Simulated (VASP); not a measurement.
All values below come from PBE GGA, VASP's PBE PAW potentials (set 64) (plane waves; VASP).

VASP ran on this input.

File KPOINTS:
```
Automatic mesh
0
gamma
 8 8 8
```

### INCAR
```
ALGO  =  Normal
AMIX  =  0.6
BMIX  =  0.0001
EDIFF  =  1E-6
ENCUT  =  400
GGA  =  PE
IMIX  =  4
ISIF  =  2
ISMEAR  =  1
ISPIN  =  2
LASPH  =  .TRUE.
LCHARG  =  .FALSE.
LMAXMIX  =  4
LORBIT  =  10
LREAL  =  .FALSE.
LWAVE  =  .FALSE.
MAGMOM  =  0.0 3*0.5
NELM  =  100
PREC  =  Accurate
SIGMA  =  0.1
SYSTEM  =  Ni3Al
```

### POSCAR
```
Ni3Al
1
    3.5700000000     0.0000000000     0.0000000000
    0.0000000000     3.5700000000     0.0000000000
    0.0000000000     0.0000000000     3.5700000000
Al Ni
1 3
Direct
  0.0000000000   0.0000000000   0.0000000000
  0.0000000000   0.5000000000   0.5000000000
  0.5000000000   0.0000000000   0.5000000000
  0.5000000000   0.5000000000   0.0000000000
```

POTCAR, in this order: Al Ni (PBE.64 set). Program: vasp_std.

Question: What does the run give for the energy per atom (σ→0), cell moment, band gap (on the k-mesh)?

Answer: 
The energy per atom (σ→0) comes out as -5.474 eV/atom and the cell moment is 0.76 μB. The band gap (on the k-mesh) is none (metal, semimetal or under 0.01 eV).

### OSZICAR
```
...
DAV:  10    -0.218968660856E+02   -0.45381E-03   -0.95006E-03  4265   0.119E+00    0.610E-01
DAV:  11    -0.218971838591E+02   -0.31777E-03   -0.10297E-03  3265   0.451E-01    0.346E-01
DAV:  12    -0.218971190002E+02    0.64859E-04   -0.78118E-04  3330   0.396E-01    0.172E-01
DAV:  13    -0.218972628559E+02   -0.14386E-03   -0.13966E-04  3331   0.192E-01    0.871E-02
DAV:  14    -0.218972776785E+02   -0.14823E-04   -0.24261E-05  3694   0.814E-02    0.413E-02
DAV:  15    -0.218972746904E+02    0.29880E-05   -0.67204E-06  3355   0.342E-02    0.204E-02
DAV:  16    -0.218972744166E+02    0.27388E-06   -0.10756E-06  1688   0.154E-02
   1 F= -.21897274E+02 E0= -.21896840E+02  d E =-.130381E-02  mag=     0.7588
```

The compound is Ni3Al in the L1_2 structure. The cell was not relaxed at this level. The run is one of a series of settings (AMIX = 0.6, BMIX = 0.0001, IMIX = 4 against the base run), some of them coarse on purpose.
